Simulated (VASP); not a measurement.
Given:

```
CELL_PARAMETERS angstrom
      0.00000     2.74894     2.74894
      2.74894     0.00000     2.74894
      2.74894     2.74894     0.00000
ATOMIC_POSITIONS crystal
  Zn 0.00000 0.00000 0.00000
  S  0.25000 0.25000 0.25000
```

All values below come from PW91 GGA, VASP's PBE PAW potentials (set 64) (plane waves; VASP). Numerical set-up: 520 eV cut-off, 8×8×8 Γ-centred mesh, Gaussian smearing of 0.050 eV, potentials Zn S.

**Question.** What does the run give for the energy per atom (σ→0), pressure, band gap (on the k-mesh) with the smallest direct gap where there is one?

**Answer.** 
```json
{
  "band gap (on the k-mesh)": "1.88 eV",
  "smallest direct gap (on the k-mesh)": "1.88 eV",
  "energy per atom (σ→0)": "-3.444 eV/atom",
  "pressure": "-1.94 GPa"
}
```

The absolute energy has meaning only against runs of the same code, potentials and settings.

The compound is ZnS in the zinc blende structure. This cell is one point of a volume scan, at 1.03 of the reference volume.
